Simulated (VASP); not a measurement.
Data:

```
CELL_PARAMETERS angstrom
      0.00000     3.02750     3.02750
      3.02750     0.00000     3.02750
     12.10370    12.10370     0.00628
ATOMIC_POSITIONS crystal
  Pb 0.00960 0.00960 0.99280
  Pb 0.00294 0.00294 0.24779
  Pb 0.99706 0.99706 0.50221
  Pb 0.99040 0.99040 0.75720
  Se 0.50596 0.50596 0.12053
  Se 0.50000 0.50000 0.37500
  Se 0.49404 0.49404 0.62947
  S  0.50000 0.50000 0.87500
```

Calculation: PBEsol GGA, VASP's PBE PAW potentials (set 64) (plane waves; VASP). Numerical set-up: 400 eV cut-off, Gaussian smearing of 0.050 eV, potentials Pb_d Se S.

Unless said otherwise, spin-orbit coupling is left out, though it shifts the bands of the heavy elements here.

### Question
Give the energies of bands 32 to 45 at the high-symmetry points, in eV from the valence-band maximum.

### Answer

```tsv
band	Γ	T	H2	L	S0	F
32	-1.81	-1.84	-4.02	-3.10	-3.90	-3.41
33	-1.81	-1.72	-3.43	-3.08	-3.66	-3.37
34	-1.71	-1.69	-3.43	-3.04	-3.18	-2.77
35	-1.71	-1.65	-2.81	-2.51	-3.09	-2.58
36	-1.50	-1.65	-2.81	-2.43	-2.51	-2.24
37	-1.50	-1.55	-1.74	-2.06	-2.00	-2.24
38	-1.13	-1.55	-1.66	-1.90	-1.30	-1.58
39	-1.12	-0.56	-0.99	-1.05	-1.30	-1.56
40	0.00	-0.53	-0.98	-1.03	-0.90	-0.01
41	0.18	0.94	1.67	1.17	1.60	0.18
42	1.67	0.95	1.68	1.24	1.97	1.68
43	1.67	1.97	2.29	2.29	2.02	1.68
44	2.13	1.97	2.54	2.38	2.68	2.82
45	2.15	2.07	3.45	2.76	3.30	2.85
```

The gap is direct, 0.18 eV, from the valence maximum at Γ to the conduction minimum at Γ.

The structure was generated: Pb4SSe3 was put into an ordered model structure (R-3m), which need not be its known phase. It was relaxed first.
